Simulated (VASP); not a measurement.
Consider the following.

```
CELL_PARAMETERS angstrom
      1.64825    -2.85486     0.00000
      1.64825     2.85486     0.00000
      0.00000     0.00000    14.10588
ATOMIC_POSITIONS crystal
  W  0.33333 0.66667 0.25000
  W  0.66667 0.33333 0.75000
  Se 0.33333 0.66667 0.86798
  Se 0.66667 0.33333 0.36798
  Se 0.66667 0.33333 0.13202
  Se 0.33333 0.66667 0.63202
```

All values below come from PW91 GGA, VASP's PBE PAW potentials (set 64) (plane waves; VASP). Run with 520 eV cut-off, 8×8×2 Γ-centred mesh, Gaussian smearing of 0.050 eV, potentials W_sv Se.

Without a dispersion term in the relaxation, distances and binding between the weakly bound layers, chains or molecules are unreliable, and so is what depends on them.

Problem. The ions and cell shape at fixed volume are relaxed. Predict the relaxed structure.

Solution. 
```
CELL_PARAMETERS angstrom
      1.66237    -2.87930     0.00000
      1.66237     2.87930     0.00000
      0.00000     0.00000    13.86736
ATOMIC_POSITIONS crystal
  W  0.33333 0.66667 0.25000
  W  0.66667 0.33333 0.75000
  Se 0.33333 0.66667 0.87131
  Se 0.66667 0.33333 0.37131
  Se 0.66667 0.33333 0.12869
  Se 0.33333 0.66667 0.62869
```
Space group P6_3/mmc (194), at a tolerance of 0.03 Å.

Problem. How much energy does the relaxation gain?

Solution. The energy (σ→0) changes by -6.9 meV/atom, in 6 ionic steps.

The compound is WSe2 in the 2H layered structure. This cell is one point of a volume scan, at 0.97 of the reference volume. Symmetry was kept, so distortions that lower it aren't found.
